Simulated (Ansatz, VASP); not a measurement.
## NiO: VASP beside Ansatz

Wanted: the spread between two codes on one cell, functional and k mesh.

Calculated with Ansatz 0.2.0; plane waves, with VASP 6.6.1 beside it; single point at PBEsol, DFT+U.

## (1) The structure

It takes space group Fm-3m (No. 225, cubic). The conventional cell has a = 4.177 Å, b = 4.177 Å, c = 4.177 Å, α = 90.00°, β = 90.00°, γ = 90.00°. Ni has 6 O at 2.09 Å nearest. Nearest to O lie 6 Ni at 2.09 Å. Farther neighbours and most contacts between anions are not listed.

As a file:

```cif
data_structure
_symmetry_space_group_name_H-M 'P 1'
_symmetry_Int_Tables_number 1
_cell_length_a 2.9537
_cell_length_b 2.9537
_cell_length_c 2.9537
_cell_angle_alpha 60.000
_cell_angle_beta 60.000
_cell_angle_gamma 60.000
_cell_volume 18.22
loop_
_atom_site_label
_atom_site_type_symbol
_atom_site_fract_x
_atom_site_fract_y
_atom_site_fract_z
_atom_site_occupancy
Ni1 Ni 0.00000 0.00000 0.00000 1
O2 O 0.50000 0.50000 0.50000 1
```

## (2) Ansatz: single point, PBEsol, DFT+U

Ansatz runs on its default PAW (the set named soft_2) files.

A single point gives forces, pressure and levels at one fixed geometry, so differences don't come from the geometry; what else differs is listed under the comparison.

Contents of input.yaml:

```yaml
crystal:
  lattice:
    - [0.0, 2.08855, 2.08855]
    - [2.08855, 0.0, 2.08855]
    - [2.08855, 2.08855, 0.0]
  atoms:
    - { symbol: Ni, position: [0.0, 0.0, 0.0], spin: 1.0 }
    - { symbol: O, position: [0.5, 0.5, 0.5] }
hamiltonian:
  xc: pbesol
  pseudopotentials: { kind: paw }
  hubbard: { sites: [{ species: Ni, l: d, u_eff: 6.2 }] }
magnetization:
  spin_polarized: true
kpoints:
  mp_grid: { grid: [8, 8, 8] }
scf:
  occupations: { method: gaussian, width: 0.05 }
  n_extra_bands: 6
output:
  forces: true
  stress: true
  eigenvalues: true
  write_density: true
  write_potential: true
  elf: true
  volumetric_format: npy
```

On the command line:

```
$ ansatz run input.yaml --threads 2 --pin off --max-ram 4608MiB --backend cpu --events-out ev --progress --plain --runs-dir out
```

Numbers of over 12 decimals in the logs are rounded to 6 here.

What it wrote:

```text
Ni: projections on atomic orbitals take those of the free atom [Ne] 3s2 3p6 3d8 4s2, of charge +0.00 (hamiltonian.pseudopotentials.projection_atoms); the dataset's partial waves leave at most 1.6e-6 of an orbital's norm unspanned inside its sphere
O: projections on atomic orbitals take those of the free atom [He] 2s2 2p4, of charge +0.00 (hamiltonian.pseudopotentials.projection_atoms); the dataset's partial waves leave at most 1.9e-8 of an orbital's norm unspanned inside its sphere
scf.n_extra_bands = 6 over 12 filled bands (N_el = 24.0): the run solves 18 bands
Engine: ansatz 0.2.0, aarch64-unknown-linux-gnu
Pseudopotentials: kind: paw
Pseudopotential: Ni, paw, valence charge 18, recommended cutoff 420 eV (normal), Ni.paw.azcp
Pseudopotential: O, paw, valence charge 6, recommended cutoff 420 eV (normal), O.paw.azcp
Functional definition: PBEsol
  exchange = pbesol_x
  correlation = pbesol_c
Crystal: 2 atoms, lattice volume = 18.221 Å³
Basis set: ecut = 420 eV, 339 PW (Γ), exchange–correlation on 40×40×40 points (8 copies of the dense FFT grid, shifted against one another)
Bands: 18, of which v1, the nominal top of the filled ones, is band 12 counted from 1 (11 counted from 0)
Symmetry: 48 space group operations
Space group: Fm-3m (ITA 225), of the structure as read, at distance tolerance 2.6e-5 Å
Magnetic group: BNS 225.116 (UNI 1618), of the structure as read, at distance tolerance 2.6e-5 Å
k-points: 29 of 512
Non-local potential: Ni, projectors of the file, l = 0: 3, l = 1: 2, l = 2: 3, l = 3: 1
Non-local potential: O, projectors of the file, l = 0: 2, l = 1: 2, l = 2: 1
PAW form: soft (Blöchl's): semilocal exchange-correlation on the pseudo side does not see the compensation charge
PAW frozen core: Ni, regenerated for the run's functional, and the local potential with it (the file was generated under x = pbe(κ = 0.804, μ = 0.219515), c = pbe(β = 0.066725))
PAW frozen core: O, regenerated for the run's functional, and the local potential with it (the file was generated under x = pbe(κ = 0.804, μ = 0.219515), c = pbe(β = 0.066725))
PAW one-centre angular grid: Ni, 590 points (default); XC on 64 Gauss nodes
PAW one-centre angular grid: O, 110 points (default); XC on 64 Gauss nodes
Initial density: superposition of atomic densities (chi_scale 0.1, normalization cell, long waves kept (reshape's long-wave potential 0.00 eV rms))
Starting moments: Σ|m| = 1 μB on 1 of 2 sites
Initial wavefunctions: pseudopotential atomic-orbital guess
Functional: x = pbesol(κ = 0.804, μ = 0.123457), c = pbesol(β = 0.046)
SCF iter   1: F=—  HF=-6365.835819 eV  |F-HF|=—  |Δ(HF+E_count)|=         —  Δρ=3.35e-1 (↑1.79e-1 ↓3.35e-1)  dr2=3.70e1  dr2_m=1.31e0  M=0.220 μB ∫|m|=0.222 μB  β_m=0.30  ethr=3.10e-3  ⟨swp⟩=5.6  Hψ=4556  notcnv=0
preconditioner: auto → none  [metal: Δε(μ)=0.021 eV  Ē_g=18.217 eV  σ=0.050 eV  W_gap=0.24  n_scr=8 (ndim 8)  ℏωp=34.8 eV  f_vac=0.000  D(μ)=2.19/eV (n_scr^D=26)  sad-step TF]
SCF iter   2: F=—  HF=-6361.129417 eV  |F-HF|=—  |Δ(HF+E_count)|=    4.71e0  Δρ=5.76e-2 (↑3.81e-2 ↓5.76e-2)  dr2=3.47e-1  dr2_m=6.04e-2  M=0.808 μB ∫|m|=0.809 μB  β_m=1.00  ethr=3.10e-3  ⟨swp⟩=3.2  Hψ=2811  notcnv=0  defer=73
SCF iter   3: F=—  HF=-6361.228178 eV  |F-HF|=—  |Δ(HF+E_count)|=   9.88e-2  Δρ=4.54e-2 (↑3.43e-2 ↓4.54e-2)  dr2=1.64e-1  dr2_m=1.12e-1  M=1.043 μB ∫|m|=1.045 μB  β_m=1.00  ethr=1.45e-3  ⟨swp⟩=2.9  Hψ=2325  notcnv=0  defer=66
SCF iter   4: F=—  HF=-6361.484750 eV  |F-HF|=—  |Δ(HF+E_count)|=   2.57e-1  Δρ=4.84e-2 (↑4.27e-2 ↓4.84e-2)  dr2=1.51e-2  dr2_m=3.36e-1  M=1.487 μB ∫|m|=1.488 μB  β_m=1.00  ethr=6.81e-4  ⟨swp⟩=2.6  Hψ=2399  notcnv=0  defer=67
SCF iter   5: F=—  HF=-6361.884968 eV  |F-HF|=—  |Δ(HF+E_count)|=   4.00e-1  Δρ=6.45e-2 (↑2.99e-2 ↓6.45e-2)  dr2=3.77e-1  dr2_m=3.12e-1  M=1.898 μB ∫|m|=1.900 μB  β_m=1.00  ethr=6.30e-5  ⟨swp⟩=2.0  Hψ=2049  notcnv=0  defer=67
SCF iter   6: F=—  HF=-6362.311385 eV  |F-HF|=—  |Δ(HF+E_count)|=   4.26e-1  Δρ=5.00e-2 (↑2.30e-2 ↓5.00e-2)  dr2=7.24e-1  dr2_m=4.56e-2  M=2.000 μB ∫|m|=2.004 μB  β_m=1.00  ethr=6.30e-5  ⟨swp⟩=2.0  Hψ=2103  notcnv=0  defer=70
SCF iter   7: F=—  HF=-6363.006210 eV  |F-HF|=—  |Δ(HF+E_count)|=   6.95e-1  Δρ=6.63e-2 (↑4.73e-2 ↓6.63e-2)  dr2=2.00e0  dr2_m=1.57e-2  M=2.000 μB ∫|m|=2.007 μB  β_m=0.30  ethr=6.30e-5  ⟨swp⟩=2.5  Hψ=2194  notcnv=0  defer=73
Mixer restart at iter 7: flushing history
spin-set hold released at iteration 7 (site moments contracting): the magnetisation degrees of freedom join the quasi-Newton model from the next iteration; the mixer history was flushed
SCF iter   8: F=—  HF=-6362.924624 eV  |F-HF|=—  |Δ(HF+E_count)|=   8.16e-2  Δρ=1.84e-2 (↑1.57e-2 ↓1.84e-2)  dr2=6.89e-2  dr2_m=3.20e-3  M=2.000 μB ∫|m|=2.004 μB  β_m=0.31  ethr=6.30e-5  ⟨swp⟩=3.5  Hψ=2705  notcnv=0  defer=75
SCF iter   9: F=—  HF=-6363.034901 eV  |F-HF|=—  |Δ(HF+E_count)|=   1.10e-1  Δρ=1.46e-2 (↑8.20e-3 ↓1.46e-2)  dr2=6.61e-2  dr2_m=3.37e-3  M=2.000 μB ∫|m|=2.005 μB  β_m=0.44  ethr=6.30e-5  ⟨swp⟩=2.3  Hψ=2446  notcnv=0  defer=79
SCF iter  10: F=—  HF=-6363.181502 eV  |F-HF|=—  |Δ(HF+E_count)|=   1.47e-1  Δρ=5.17e-3 (↑5.17e-3 ↓3.86e-3)  dr2=5.74e-4  dr2_m=3.05e-3  M=2.000 μB ∫|m|=2.007 μB  β_m=0.51  ethr=6.30e-5  ⟨swp⟩=2.5  Hψ=1976  notcnv=0  defer=79
SCF iter  11: F=—  HF=-6363.183498 eV  |F-HF|=—  |Δ(HF+E_count)|=   2.00e-3  Δρ=3.23e-3 (↑2.01e-3 ↓3.23e-3)  dr2=1.85e-4  dr2_m=1.11e-3  M=2.000 μB ∫|m|=2.008 μB  β_m=0.62  ethr=2.39e-6  ⟨swp⟩=2.0  Hψ=2190  notcnv=0  defer=79
SCF iter  12: F=—  HF=-6363.183799 eV  |F-HF|=—  |Δ(HF+E_count)|=   3.01e-4  Δρ=9.91e-4 (↑2.06e-4 ↓9.91e-4)  dr2=1.16e-4  dr2_m=5.73e-5  M=2.000 μB ∫|m|=2.007 μB  β_m=0.81  ethr=7.71e-7  ⟨swp⟩=2.0  Hψ=1652  notcnv=0  defer=79
SCF iter  13: F=—  HF=-6363.183802 eV  |F-HF|=—  |Δ(HF+E_count)|=   2.90e-6  Δρ=1.21e-4 (↑1.21e-4 ↓6.75e-5)  dr2=5.48e-7  dr2_m=1.36e-6  M=2.000 μB ∫|m|=2.007 μB  β_m=0.90  ethr=4.82e-7  ⟨swp⟩=1.6  Hψ=1214  notcnv=0  defer=79
iter 14 did not close the SCF: its close was put off for a magnetic moment that had not settled (scf_convergence_deferred on its scf_iter line)
SCF iter  14: F=-6363.183803 eV  HF=-6363.183803 eV  |F-HF|=1.32e-8  |Δ(HF+E_count)|=   5.84e-7  Δρ=1.40e-5 (↑1.19e-5 ↓1.40e-5)  dr2=3.35e-9  dr2_m=2.75e-8  M=2.000 μB ∫|m|=2.007 μB  β_m=0.95  ethr=4.17e-10  ⟨swp⟩=10.8  Hψ=7219  notcnv=0
SCF iter  15: F=-6363.183803 eV  HF=-6363.183803 eV  |F-HF|=8.73e-11  |Δ(HF+E_count)|=   2.01e-8  Δρ=5.39e-7 (↑4.52e-7 ↓5.39e-7)  dr2=9.20e-11  dr2_m=9.45e-12  M=2.000 μB ∫|m|=2.007 μB  ethr=1.40e-11  ⟨swp⟩=4.5  Hψ=4946  notcnv=0
SCF 1 converged in 15 iterations: F = -6363.183803 eV  dr2 = 9.20e-11
  greatest PAW one-centre occupation: 1.002 electrons in one spin orbital (limit 2), on the Ni atom at site 0 (counted from 0), in its partial waves of l = 1
Symmetry: 8 space group operations
k-points: 78 of 512
Initial density: read from a saved state, or passed on in memory by an earlier SCF of this step, an earlier step, the calling program or the single point that the run made first
Starting moments: Σ|m| = 1 μB on 1 of 2 sites; this step starts from the density that it was given
Initial wavefunctions: those read from a saved state, or passed on in memory by an earlier step or the calling program
iter 1 solved again at ethr=1.00e-12 eV; its pass at ethr=4.17e-6 eV (dr2=9.20e-11 eV) is discarded
SCF iter   1: F=—  HF=-6363.183803 eV  |F-HF|=—  |Δ(HF+E_count)|=         —  Δρ=5.39e-7 (↑4.52e-7 ↓5.39e-7)  dr2=9.20e-11  dr2_m=9.45e-12  M=2.000 μB ∫|m|=2.007 μB  ethr=1.00e-12  ⟨swp⟩=1.0  Hψ=16453  notcnv=0
preconditioner: auto → none  [insulator: Δε(μ)=1.999 eV  Ē_g=18.083 eV  σ=0.050 eV  W_gap=1.00  n_scr=8 (ndim 8)  ℏωp=34.8 eV  f_vac=0.000  D(μ)=0.00/eV (n_scr^D=0)  ε∞_Penn≈4.7]
an SCF along what the orbitals of the run's state read of its open shells (or to have them read: on a GPU, or by another smearing), with 40 of the crystal's symmetry operations given up (78 k-points in place of 29), reached no lower state that the run goes on to. This is no proof of a minimum
SCF converged after 15 iterations
Magnetization: 2.0000 μB (13.0000 up, 11.0000 down)
Absolute magnetization: 2.0059 μB (∫|ρ↑−ρ↓|, with the PAW one-centre terms)
Spin contamination: 0.0016 ħ² per cell (⟨S²⟩ above its minimum at these occupations)
Per-site moments (μB) at R_I (Å): [(1.711069, 0.861527), (0.215560, 0.861527)]
Free energy (F): -6363.183803 eV
Harris-Foulkes:  -6363.183803 eV  (|F-HF|=8.73e-11)
Internal energy: -6363.183803 eV  (E = F + TS)
E sigma→0 (E₀):  -6363.183803 eV
Fermi energy:    14.592097 eV
--- Per-component energies (eV) ---
  E_band       = -359.133546
  E_kinetic    = 449.611224
  E_local      = -3985.135661  (includes V_loc(G=0)·N_el)
  E_nonlocal   = 691.049468
  E_hartree    = 1633.838911
  E_xc         = -154.707193
  E_vxc        = -199.397974  (∫ρ·V_xc dr)
  E_hubbard    = 0.796960  (on-site DFT+U / exact-exchange correction)
  E_vhub       = -24.004729  (the Hubbard potential's part of the band-sum identity)
  E_paw        = -1748.201558  (= ΣΔE_a)
  E_vpaw       = -558.937374  (= ΣTr[D̂ρ^β])
  E_aug_tail   = 0.003175  (compensation charges beyond the density's cutoff)
  E_ewald      = -3250.671704
  E_core_change = 0.232577  (= ΣΔE_core)
  E_smearing   = -0.000000  (= −TS)
  E_closure    = -0.000000  (closes the sum)
  Σ components = -6363.183803   (vs F -6363.183803, Δ=0.00e0)
--- Forces (eV/Å), atoms counted from 1 ---
  atom   1  Ni    -0.00000000     0.00000000     0.00000000
  atom   2  O      0.00000000     0.00000000    -0.00000000
  max |Σ_I F_I| component: 1.85e-29 eV/Å
--- Stress (GPa, compression-positive) ---
        3.429225      -0.000000       0.000000
       -0.000000       3.429225      -0.000000
        0.000000       0.000000       3.429225
  P = ⅓ Tr σ = 3.4292 GPa (34.292 kbar)
--- Band table (eV; the first three rows and the last of 58) ---
  k-point 0 ↑: bands = [... 8 lower, 7.9547, 7.9547, 11.7838, 11.7838, 11.7838, 15.7709, 31.7837, 32.8313, ... 2 higher]
  k-point 1 ↑: bands = [... 8 lower, 8.0170, 8.0170, 10.9626, 12.1005, 12.1005, 16.8561, 29.0622, 32.2033, ... 2 higher]
  k-point 2 ↑: bands = [... 8 lower, 8.2367, 8.2367, 10.1640, 12.7667, 12.7667, 18.5823, 26.2318, 30.2739, ... 2 higher]
  k-point 28 ↓: bands = [... 8 lower, 10.1165, 10.8672, 10.8672, 16.3446, 16.8557, 23.2587, 25.2302, 25.2302, ... 2 higher]
Occupation matrices written to <dir>
```

Wall time 3.5 s (2 threads of Arm Neoverse V1, shared host); peak memory 0.36 GiB.

The run ends at a pressure of 3.43 GPa.

[end of part 1 of 2]

[Lines on the potential files, build, host, timing and source positions are cut from VASP's logs without a mark.]

[Logs are printed without paths, hosts, clocks, repeated set-up lines and the standing remarks that a program may print on its own settings, such as how far it seeks lower states.]

[Hosts, paths, dates, database ids (printed as entryN), source tags and the programs' standing remarks are cut or masked in the printed files.]
